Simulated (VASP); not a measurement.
Here is the system:

```
GaSb
1.0
    0.00000     3.10569     3.10569
    3.10569     0.00000     3.10569
    3.10569     3.10569     0.00000
Ga Sb
1 1
Direct
  0.00000   0.00000   0.00000
  0.25000   0.25000   0.25000
```

Level of theory: modified Becke-Johnson potential (mBJ) with spin-orbit coupling, VASP's PBE PAW potentials (set 64) (plane waves; VASP). Run with 350 eV cut-off, 6×6×6 Γ-centred mesh, Gaussian smearing of 0.050 eV, potentials Ga_d Sb.

mBJ is a potential without an energy functional, so only the levels count.

Task: Give the energies of bands 13 to 25 at the high-symmetry points, in eV from the valence-band maximum.

Result: 
| band | Γ | X | U | L | W |
|---|---|---|---|---|---|
| 13 | -0.66 | -6.49 | -6.37 | -6.05 | -6.42 |
| 14 | -0.66 | -6.49 | -6.27 | -6.05 | -6.31 |
| 15 | 0.00 | -2.65 | -3.52 | -1.44 | -3.37 |
| 16 | 0.00 | -2.65 | -3.31 | -1.44 | -3.05 |
| 17 | 0.00 | -2.40 | -2.18 | -1.06 | -2.94 |
| 18 | 0.00 | -2.40 | -2.15 | -1.06 | -2.92 |
| 19 | 0.33 | 1.25 | 1.72 | 0.71 | 3.52 |
| 20 | 0.33 | 1.25 | 1.75 | 0.71 | 3.86 |
| 21 | 2.79 | 1.66 | 3.96 | 3.81 | 4.46 |
| 22 | 2.79 | 1.66 | 4.09 | 3.81 | 4.49 |
| 23 | 2.97 | 8.56 | 6.59 | 3.89 | 4.57 |
| 24 | 2.97 | 8.56 | 6.76 | 3.89 | 4.65 |
| 25 | 2.97 | 8.75 | 6.84 | 7.08 | 4.95 |

The gap is direct, 0.33 eV, from the valence maximum at Γ to the conduction minimum at Γ.

The compound is GaSb in the zinc blende structure. It was relaxed first, which changed the volume by +6 %. The cell's shape comes from a PBE relaxation.
